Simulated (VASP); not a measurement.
```
CELL_PARAMETERS angstrom
      6.31737     0.00000     0.00000
      0.00000     6.31737     0.00000
      0.00000     0.00000     6.31737
ATOMIC_POSITIONS crystal
  Cs 0.00000 0.00000 0.00000
  Sn 0.50000 0.50000 0.50000
  I  0.50000 0.00000 0.50000
  I  0.00000 0.50000 0.50000
  I  0.50000 0.50000 0.00000
```

Calculation: vdW-DF2, VASP's PBE PAW potentials (set 64) (plane waves; VASP 6.6.1). Numerical set-up: 520 eV cut-off, 4×4×4 Γ-centred mesh, Gaussian smearing of 0.050 eV, potentials Cs_sv Sn_d I.

Unless said otherwise, spin-orbit coupling is left out, though it shifts the bands of the heavy elements here.

Question: Predict the energy per atom (σ→0), band gap (on the k-mesh) with the smallest direct gap where there is one.

Answer: 
```json
{
 "band gap (on the k-mesh)": "0.70 eV",
 "smallest direct gap (on the k-mesh)": "0.70 eV",
 "energy per atom (σ→0)": "-0.449 eV/atom"
}
```

Only differences to runs with the same potentials and settings are physical.

The compound is CsSnI3 in the cubic perovskite structure, the ideal cubic form; the compound distorts at low or room temperature. This cell is one point of a volume scan, at 0.97 of the reference volume.
